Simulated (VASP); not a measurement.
**NbTe (relaxed from the CsCl type structure, space group Pm-3m): computed properties**

Computed with r2SCAN meta-GGA, VASP's PBE PAW potentials (set 64) (plane waves; VASP).

```yaml
space_group: Pm-3m (221)
cell: a = 3.4165 Å, b = 3.4165 Å, c = 3.4165 Å, α = 90.00°, β = 90.00°, γ = 90.00°
volume_per_atom: 19.94 Å³/atom
band gap (over mesh and band path): none (metal, semimetal or under 0.01 eV)
density: 9.18 g/cm³
```

NbTe is modelled in the cubic space group Pm-3m (No. 221), the CsCl type structure, Pearson symbol cP2. Cell: a = b = c = 3.4165 Å, α = β = γ = 90.00°. Nb on 1a sees 8 Te at 2.959 Å and 6 Nb at 3.416 Å. Te on 1b sees 8 Nb at 2.959 Å and 6 Te at 3.416 Å. (Neighbours: up to the widest gap in distance over summed covalent radii, below 1.35, at either atom; cation-cation and far metal-metal contacts left out.)

Unless said otherwise, spin-orbit coupling is left out, though it shifts the bands of the heavy elements here.

The structure was generated: NbTe was put into the CsCl type type (Pm-3m), which need not be its known phase. It was relaxed first, which changed the volume by -34 %. Symmetry was kept, so distortions that lower it aren't found. The electron count is odd and the run is not spin-polarised, which forces a metal.
